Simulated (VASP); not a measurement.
These are optB86b-vdW, VASP's PBE PAW potentials (set 64) (plane waves; VASP) values and carry that method's errors.

VASP input:

File POSCAR:
```
CuAu
1
    2.8632420182    -0.0000000000     0.0000000000
    0.0000000000     2.8632420182     0.0000000000
    0.0000000000    -0.0000000000     3.5681571371
Cu Au
1 1
Direct
  0.0000000000   0.0000000000   0.0000000000
  0.5000000000   0.5000000000   0.5000000000
```

### KPOINTS
```
Automatic mesh
0
Gamma
14 14 12
0 0 0
```

### INCAR
```
# general
SYSTEM   = CuAu
PREC     = Accurate
ENCUT    = 520
LREAL    = F
LASPH    = T

# electronic loop
EDIFF    = 1E-7
NELM     = 100
ALGO     = Normal
LMAXMIX  = 6

# smearing
ISMEAR   = -5

# functional
GGA      = MK
LUSE_VDW = T
AGGAC    = 0.0
PARAM1   = 0.1234
PARAM2   = 1.0

# ions
ISIF     = 2

# output
LWAVE    = F
LCHARG   = T
LORBIT   = 11
NEDOS    = 601
```

POTCAR, in this order: Cu Au (PBE.64 set). Program: vasp_std.

Unless said otherwise, spin-orbit coupling is left out, though it shifts the bands of the heavy elements here.

What does the run give for the energy per atom (σ→0), band gap (on the k-mesh)?

```json
{
  "energy per atom (σ→0)": "-0.916 eV/atom",
  "band gap (on the k-mesh)": "none (metal, semimetal or under 0.01 eV)"
}
```

OSZICAR:
```
...
DAV:  10    -0.183276379083E+01    0.26999E-03   -0.42263E-03 11245   0.952E-01    0.883E-02
DAV:  11    -0.183272823850E+01    0.35552E-04   -0.89459E-05 11460   0.202E-01    0.336E-02
DAV:  12    -0.183272666901E+01    0.15695E-05   -0.11767E-05 11739   0.973E-02    0.269E-03
DAV:  13    -0.183273048389E+01   -0.38149E-05   -0.83797E-07 11020   0.277E-02    0.215E-03
DAV:  14    -0.183272883108E+01    0.16528E-05   -0.24713E-07  5367   0.183E-02    0.409E-04
DAV:  15    -0.183272909239E+01   -0.26131E-06   -0.27835E-08  4641   0.426E-03    0.172E-04
DAV:  16    -0.183272900736E+01    0.85031E-07   -0.12438E-08  4438   0.212E-03
   1 F= -.18327290E+01 E0= -.18327290E+01  d E =0.000000E+00
```

The compound is CuAu in the L1_0 structure. It was relaxed first.
